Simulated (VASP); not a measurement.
Crystal: Sc2InSb3.

```xyz
12
Lattice="-2.1755 1.9772 9.3679 2.0986 -2.1759 9.3953 4.2777 4.2784 -18.8251" Properties=species:S:1:pos:R:3 pbc="T T T"
Sc   -0.0291   -0.1328   12.5698
Sc    1.9995    1.9588    3.1731
Sc    4.3092    4.1246  -12.4090
Sc    2.2195    2.0664   -3.0520
In    2.2150    6.1176   -9.4229
In    0.1112    4.0642    0.1327
Sb    0.0992   -0.1868   15.4460
Sb    2.0523    2.0241    6.1730
Sb    4.3375    4.1005  -15.5363
Sb    2.1839    2.0401   -6.2379
Sb    4.1914    4.0366   -9.3312
Sb    2.1149    1.9415    0.0477
```

The cell was built by a generator and needn't be a form met in nature.

| Item | Value |
| --- | --- |
| Program | VASP 6.6.1 |
| Task | relaxation of cell and atoms |
| Functional | PBE |
| Potentials or basis | VASP PAW PBE potentials, release 64 (Sc_sv, In_d, Sb) |
| Cutoff | 520 eV |
| k mesh | 3 × 3 × 3 |
| Occupations | gaussian, width 0.15 eV |
| Spin | no spin polarisation |

At the start: pressure 0.7 GPa; volume 27.27 Å³/atom.

**Question.** How do energy, volume and symmetry change on relaxing?

**Answer.** Over 24 steps the energy falls by 36.4 meV/atom and the volume is 27.14 Å³/atom (-0.5 %); space group P1 (No. 1, to 0.05 Å).

Step by step:
```
step  energy change (eV)  largest force (eV/Å)  pressure (GPa)  volume (Å³)
   1              0.0000                1.2013            0.68       327.22
   2             -0.2455                0.5698           -1.01       332.69
   3             -0.2747                0.4818           -1.52       335.41
   4             -0.3913                0.2673            0.24       324.18
   5             -0.3921                0.2565            0.40       323.30
   6             -0.4147                0.1597            0.11       324.98
   7             -0.4182                0.1259            0.00       325.83
   8             -0.4182                0.1197           -0.02       325.94
   9             -0.4248                0.0889           -0.06       326.08
  10             -0.4277                0.0774           -0.09       326.19
  11             -0.4269                0.1011           -0.14       326.41
  12             -0.4284                0.0868           -0.11       326.27
  13             -0.4311                0.0632            0.14       324.93
  14             -0.4311                0.0613            0.16       324.77
  15             -0.4337                0.0371            0.00       325.68
  16             -0.4341                0.0362           -0.01       325.98
  17             -0.4341                0.0438           -0.16       326.59
  18             -0.4342                0.0392           -0.12       326.27
  19             -0.4356                0.0412           -0.01       325.72
  20             -0.4358                0.0425            0.05       325.39
  21             -0.4358                0.0412            0.03       325.53
  22             -0.4358                0.0408            0.03       325.47
  23             -0.4358                0.0409            0.02       325.49
  24             -0.4363                0.0245           -0.01       325.69
```

Final structure:
```
Sc In Sb
1.0
    -2.11570    2.09993    9.22984
     2.08582   -2.10238    9.22220
     4.22906    4.20440  -18.45618
Sc In Sb
4 2 6
Cartesian
  4.2349 4.1427 -6.1068
  2.1179 2.0425 3.1298
  0.0564 -0.0344 6.2092
  2.1671 2.0799 -2.9860
  2.1739 6.1914 -9.2211
  0.0600 4.1037 0.1271
  0.0443 -0.0303 15.3145
  2.1482 2.0744 6.1216
  4.2472 4.1408 -15.2369
  2.1318 2.0427 -5.9597
  4.2769 4.1048 -9.1801
  2.1506 2.0030 0.0724
```

Caveat: the k mesh is coarse (spacing up to 0.52 Å⁻¹), so the values aren't converged.
